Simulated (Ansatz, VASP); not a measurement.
# Tl2S: VASP beside Ansatz, part 2 of 2

Wanted: the spread between two codes on one cell, functional and k mesh. The cell is generated by rule, not measured, and may not be a known phase. The cell is taken from a series of runs on this material, whose earlier steps may have relaxed, scaled, displaced or heated it; both programs get it as it stands.

VASP 6.6.1 and Ansatz 0.2.0.

So far: Starting point; VASP: zone-centre phonons, PBEsol.

The structure was built from a prototype and need not be the compound's stable phase.

## Step 3: Ansatz: zone-centre phonons, PBEsol

Level of this step: Ansatz beside VASP: Kohn-Sham DFT, plane waves, PBEsol (Ansatz).

Ansatz runs on its default PAW (the set named soft_2) files.

The same cell, functional, mesh and smearing now go to Ansatz, which takes its cutoff from its data sets.

The input, input.yaml:

```yaml
crystal:
  lattice:
    - [6.6368285313, 0.0, 0.0]
    - [0.0, 6.6368285313, 0.0]
    - [0.0, 0.0, 6.6368285313]
  atoms:
    - { symbol: S, position: [0.0, 0.0, 0.0] }
    - { symbol: S, position: [0.5, 0.5, 0.5] }
    - { symbol: Tl, position: [0.25, 0.25, 0.25] }
    - { symbol: Tl, position: [0.75, 0.75, 0.25] }
    - { symbol: Tl, position: [0.75, 0.25, 0.75] }
    - { symbol: Tl, position: [0.25, 0.75, 0.75] }
kpoints:
  mp_grid: { grid: [6, 6, 6] }
hamiltonian:
  xc: pbesol
scf:
  occupations: { method: methfessel_paxton, width: 0.2 }
output:
  eigenvalues: true
phonons:
  method: dfpt
```

Run with:

```
ansatz run input.yaml --threads 8 --pin off --max-ram 14336MiB --backend cpu --events-out ev --progress --plain --runs-dir out
```

Numbers of over 12 decimals in the logs are rounded to 6 here.

What it wrote:

```text
Engine: ansatz 0.2.0, aarch64-unknown-linux-gnu
Pseudopotentials: kind: paw
Pseudopotential: S, paw, valence charge 6, recommended cutoff 420 eV (normal), S.paw.azcp
Pseudopotential: Tl, paw, valence charge 13, recommended cutoff 420 eV (normal), Tl.paw.azcp
Functional definition: PBEsol
  exchange = pbesol_x
  correlation = pbesol_c
Crystal: 6 atoms, lattice volume = 292.336 Å³
Basis set: ecut = 420 eV, 5695 PW (Γ), exchange–correlation on 96×96×96 points (8 copies of the dense FFT grid, shifted against one another)
Bands: 39, of which v1, the nominal top of the filled ones, is band 32 counted from 1 (31 counted from 0)
Symmetry: 48 space group operations
k-points: 68 of 216 (irreducible under 2 space group operations, time reversal used)
Non-local potential: S, projectors of the file, l = 0: 2, l = 1: 2, l = 2: 2
Non-local potential: Tl, projectors of the file, l = 0: 2, l = 1: 2, l = 2: 2, l = 3: 1
PAW form: soft (Blöchl's): semilocal exchange-correlation on the pseudo side does not see the compensation charge
PAW frozen core: S, regenerated for the run's functional, and the local potential with it (the file was generated under x = pbe(κ = 0.804, μ = 0.219515), c = pbe(β = 0.066725))
PAW frozen core: Tl, regenerated for the run's functional, and the local potential with it (the file was generated under x = pbe(κ = 0.804, μ = 0.219515), c = pbe(β = 0.066725))
PAW one-centre angular grid: S, 110 points (default); XC on 64 Gauss nodes
PAW one-centre angular grid: Tl, 590 points (default); XC on 64 Gauss nodes
Initial density: superposition of atomic densities (neutral atoms: chi_scale 0, normalization atom), corrected by the library's trained network
Initial wavefunctions: pseudopotential atomic-orbital guess
Functional: x = pbesol(κ = 0.804, μ = 0.123457), c = pbesol(β = 0.046)
SCF iter   1: F=—  HF=-46950.588861 eV  |F-HF|=—  |Δ(HF+E_count)|=         —  Δρ=2.81e-3  dr2=4.33e-2  ethr=1.77e-3  ⟨swp⟩=6.3  Hψ=9936  notcnv=0
preconditioner: auto → LDOS  [metal: Δε(μ)=0.003 eV  Ē_g=10.626 eV  σ=0.200 eV  W_gap=0.01  n_scr=56 (ndim 8)  ℏωp=17.4 eV  f_vac=0.166  D(μ)=2.13/eV (n_scr^D=6)  β→1.0]
SCF iter   2: F=—  HF=-46950.612891 eV  |F-HF|=—  |Δ(HF+E_count)|=   2.40e-2  S|Δr|=    0.00e0  Δρ=9.04e-4  dr2=4.50e-3  ethr=6.76e-5  ⟨swp⟩=2.3  Hψ=4681  notcnv=0
SCF iter   3: F=—  HF=-46950.613227 eV  |F-HF|=—  |Δ(HF+E_count)|=   3.36e-4  S|Δr|=    0.00e0  Δρ=3.23e-4  dr2=7.57e-4  ethr=7.03e-6  ⟨swp⟩=2.3  Hψ=4715  notcnv=0
SCF iter   4: F=—  HF=-46950.613275 eV  |F-HF|=—  |Δ(HF+E_count)|=   4.83e-5  S|Δr|=    0.00e0  Δρ=1.40e-4  dr2=1.08e-4  ethr=1.18e-6  ⟨swp⟩=2.0  Hψ=2993  notcnv=0
SCF iter   5: F=—  HF=-46950.613278 eV  |F-HF|=—  |Δ(HF+E_count)|=   2.42e-6  S|Δr|=    0.00e0  Δρ=2.99e-5  dr2=7.38e-6  ethr=1.69e-7  ⟨swp⟩=2.0  Hψ=3119  notcnv=0
SCF iter   6: F=—  HF=-46950.613284 eV  |F-HF|=—  |Δ(HF+E_count)|=   6.05e-6  S|Δr|=    0.00e0  Δρ=5.97e-6  dr2=1.89e-7  ethr=1.15e-8  ⟨swp⟩=2.0  Hψ=3244  notcnv=0
SCF iter   7: F=—  HF=-46950.613227 eV  |F-HF|=—  |Δ(HF+E_count)|=   5.65e-5  S|Δr|=    0.00e0  Δρ=7.28e-7  dr2=3.21e-9  ethr=2.95e-10  ⟨swp⟩=3.0  Hψ=4834  notcnv=0
SCF iter   8: F=—  HF=-46950.613227 eV  |F-HF|=—  |Δ(HF+E_count)|=   2.80e-9  S|Δr|=    0.00e0  Δρ=2.11e-7  dr2=1.47e-10  ethr=5.01e-12  ⟨swp⟩=2.0  Hψ=4752  notcnv=0
SCF iter   9: F=-46950.613227 eV  HF=-46950.613227 eV  |F-HF|=0.00e0  |Δ(HF+E_count)|=  7.28e-11  S|Δr|=    0.00e0  Δρ=2.56e-8  dr2=1.42e-12  ethr=1.00e-12  ⟨swp⟩=11.1  Hψ=13457  notcnv=0
SCF 1 converged in 9 iterations: F = -46950.613227 eV  dr2 = 1.42e-12
  greatest PAW one-centre occupation: 0.966 electrons in one spin orbital (limit 2), on the Tl atom at site 2 (counted from 0), in its partial waves of l = 2
DFPT response loops at Γ: preconditioner auto → none (partly filled bands, converged f_vac=0.221); β = 0.50; Broyden in place of MSR1
SCF converged after 9 iterations
Stability not checked: this state was not tested for a lower state beside it, because cold or Methfessel-Paxton smearing, or corrected tetrahedra, fill the levels in a way that the test cannot read (fill_not_monotonic; see scf.lower_state_search)
Free energy (F): -46950.613227 eV
Harris-Foulkes:  -46950.613227 eV  (|F-HF|=0.00e0)
Internal energy: -46950.640687 eV  (E = F + TS)
E sigma→0 (E₀):  -46950.620092 eV
Entropy (-TS):   0.027460 eV (4.577 meV/atom)
Fermi energy:    3.013351 eV
Step filling:    the computed levels leave a gap of 0.0000 eV = 0.0 smearing widths at the electron count; against every level under it full and every level over it empty, smearing changes F+E_penalty+E_count by +10.211 meV and its σ→0 estimate by +3.346 meV
--- Per-component energies (eV) ---
  E_band       = -360.973591
  E_kinetic    = 1536.953783
  E_local      = -5739.376165  (includes V_loc(G=0)·N_el)
  E_nonlocal   = 1337.057031
  E_hartree    = 2167.692925
  E_xc         = -1103.921849
  E_vxc        = -737.452712  (∫ρ·V_xc dr)
  E_paw        = -41231.360589  (= ΣΔE_a)
  E_vpaw       = -1093.541555  (= ΣTr[D̂ρ^β])
  E_aug_tail   = 0.000135  (compensation charges beyond the density's cutoff)
  E_ewald      = -3917.962918
  E_core_change = 0.276959  (= ΣΔE_core)
  E_smearing   = 0.027460  (= −TS)
  E_closure    = 0.000000  (closes the sum)
  Σ components = -46950.613227   (vs F -46950.613227, Δ=0.00e0)
--- Band table (eV; the first three rows and the last of 68) ---
  k-point 0: bands = [... 28 lower, 0.6679, 2.9893, 2.9893, 3.0154, 3.0154, 3.0154, 5.3800, 5.3800, ... 3 higher]
  k-point 1: bands = [... 28 lower, 0.8512, 2.8161, 2.9465, 2.9465, 3.0879, 3.2175, 5.0637, 5.4111, ... 3 higher]
  k-point 2: bands = [... 28 lower, 1.3077, 2.4212, 2.8283, 2.8283, 3.3787, 3.6938, 4.4435, 5.2376, ... 3 higher]
  k-point 67: bands = [... 28 lower, 0.3466, 3.0208, 3.0208, 3.0208, 3.7460, 3.7460, 3.7460, 5.6985, ... 3 higher]
--- Phonons (Γ-DFPT): 2 representative perturbations + reference, on 68 of 216 k-points (Σ response iterations 6) ---
  k mesh reduced under 2 symmetry operations, with k and −k counted as one. Each operation leaves every solved perturbation unchanged. A smaller set is not used because it would not reduce the number of displacements times k-points to solve
  ASR residual: 7.120e-5 → 0.000e0 eV/Å²; symmetrization residual: 7.527e-6 eV/Å²
  ASR residual per site (eV/Å²): 1.55e-5 1.55e-5 7.12e-5 7.12e-5 7.12e-5 7.12e-5
  Γ frequencies (cm⁻¹): -147.16 -147.16 -147.16 -44.43 -44.43 -44.43 -28.69 -28.69 0.00 0.00 0.00 14.36 14.36 14.36 82.34 82.34 82.34 82.66
  non-analytic LO–TO correction: not included (Born effective charges unavailable; polar crystals: no LO–TO splitting at Γ)
```

In the SCF lines HF is the Harris–Foulkes energy and dr2 the Hartree energy of the density residual, in eV; the loop may stop once dr2 is under the threshold and the program's other checks hold. Hψ counts applications of the Hamiltonian.

## Step 4: Comparison

Known differences besides the potentials themselves: the cutoff is 420 eV in Ansatz and 500 eV in VASP; Ansatz makes its cores anew for this functional, VASP keeps those of its PBE data sets. Total energies have different zeros and are not compared.

Zone-centre modes by rising frequency (cm⁻¹; imaginary ones negative):

| program | modes |
| --- | --- |
| Ansatz | -147.2, -147.2, -147.2, -44.4, -44.4, -44.4, -28.7, -28.7, 0.0, 0.0, 0.0, 14.4, 14.4, 14.4, 82.3, 82.3, 82.3, 82.7 |
| VASP | -144.9, -144.9, -144.9, -44.2, -44.2, -44.2, -29.0, -29.0, 0.0, 0.0, 0.0, 14.2, 14.2, 14.2, 82.7, 83.4, 83.4, 83.4 |

The two lists differ in the order or number of single and degenerate modes, so they aren't paired one by one; the r.m.s. figure in the results sets the two lists side by side in order.

## Step 5: Outcome

```yaml
r_m_s_difference_of_the_optical_zone_centre_modes_each_program_s_sorted_by_frequency_zone_centre_phonons_pbesol: 1.1 cm⁻¹
```

What this shows: The r.m.s. difference of the optical zone-centre modes, each program's sorted by frequency is 1.1 cm⁻¹ (zone-centre phonons, PBEsol). How closely two codes agree says nothing of how well the functional describes the real material.

[Lines on the potential files, build, host, timing and source positions are cut from VASP's logs without a mark.]

[Logs are printed without paths, hosts, clocks, repeated set-up lines and the standing remarks that a program may print on its own settings, such as how far it seeks lower states.]

[Hosts, paths, dates, database ids (printed as entryN), source tags and the programs' standing remarks are cut or masked in the printed files.]
